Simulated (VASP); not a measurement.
Consider the following.

```xyz
4
Lattice="3.7525 0.0000 0.0000 0.0000 3.7525 0.0000 0.0000 0.0000 4.5865" Properties=species:S:1:pos:R:3 pbc="T T T"
Sn     1.8763     0.0000     3.4505
Sn     0.0000     1.8763     1.1360
O      1.8763     1.8763     0.0000
O      0.0000     0.0000     0.0000
```

These are revTPSS meta-GGA, VASP's PBE PAW potentials (set 64) (plane waves; VASP) values and carry that method's errors. Run with 520 eV cut-off, 6×6×5 Γ-centred mesh, Gaussian smearing of 0.050 eV, potentials Sn_d O.

Without a dispersion term in the relaxation, distances and binding between the weakly bound layers, chains or molecules are unreliable, and so is what depends on them.

Question: The ions and cell shape at fixed volume are relaxed. Give the cell that the relaxation ends in.

Answer: 
```xyz
4
Lattice="3.7945 0.0000 0.0000 0.0000 3.7945 0.0000 0.0000 0.0000 4.4855" Properties=species:S:1:pos:R:3 pbc="T T T"
Sn     1.8973     0.0000     3.3231
Sn     0.0000     1.8973     1.1624
O      1.8973     1.8973     0.0000
O      0.0000     0.0000     0.0000
```
Space group P4/nmm (129), at a tolerance of 0.03 Å.

Question: How much energy does the relaxation gain?

Answer: The energy (σ→0) changes by -13.6 meV/atom, in 7 ionic steps.

The compound is SnO in the litharge structure. This cell is one point of a volume scan, at 0.94 of the reference volume. Symmetry was kept, so distortions that lower it aren't found.
